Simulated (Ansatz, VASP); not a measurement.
# Si3As: VASP beside Ansatz

```
Si As
1.0
    -2.57564    2.57564    2.57564
     2.57564   -2.57564    2.57564
     2.57564    2.57564   -2.57564
Si As
3 1
Cartesian
  2.5756 0.0000 0.0000
  0.0000 2.5756 0.0000
  0.0000 0.0000 2.5756
  0.0000 0.0000 0.0000
```

Alike in both runs: task relaxation of cell and atoms; functional PBE; k mesh 6 × 6 × 6; occupations gaussian, width 0.1 eV; no spin polarisation.

```csv
,VASP,Ansatz
version,VASP 6.6.1,Ansatz 0.2.0
potentials or method,"VASP PAW PBE potentials, release 64 (Si, As)","scalar-relativistic, plane waves, PAW"
plane-wave cutoff (eV),600,420
valence electrons in the cell,17,27
```

```tsv
	VASP	Ansatz	Ansatz less VASP
gap on the k mesh at the Fermi level, each at its own relaxed structure (eV)	none	none	-
relaxed volume (Å³/atom)	17.09	17.09	0.000
relaxed cell length with the largest relative difference (Å)	4.461	4.461	0.0000
```

A gap of «none» marks a metal or a gap that the smearing closes. The two sets of potentials don't hold the same shells in valence.

Caveats: the relaxation stopped at its first step, so nothing moved.
